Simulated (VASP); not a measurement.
Input:

```xyz
1
Lattice="-2.8250 2.8250 2.8250 2.8250 -2.8250 2.8250 2.8250 2.8250 -2.8250" Properties=species:S:1:pos:R:3 pbc="T T T"
Rb     0.0000     0.0000     0.0000
```

The numbers are results of PBE GGA with D4 dispersion, VASP's PBE PAW potentials (set 64) (plane waves; VASP), not measurements. Settings: 520 eV cut-off, 8×8×8 Γ-centred mesh, first-order Methfessel-Paxton smearing of 0.10 eV, potentials Rb_sv.

Energy and stress use the plane-wave basis of the starting cell.

**Question.** The ions, cell shape and volume are relaxed. Give the cell that the relaxation ends in.

**Answer.** 
```xyz
1
Lattice="-2.7951 2.7951 2.7951 2.7951 -2.7951 2.7951 2.7951 2.7951 -2.7951" Properties=species:S:1:pos:R:3 pbc="T T T"
Rb     0.0000     0.0000     0.0000
```
Space group Im-3m (229), at a tolerance of 0.03 Å.

**Question.** How do energy and volume change from the first to the last step?

**Answer.** The energy (σ→0) changes by -0.9 meV/atom and the volume by -3.1 %, in 5 ionic steps.

The compound is Rb in the bcc structure. This run relaxes it. Symmetry was kept, so distortions that lower it aren't found.
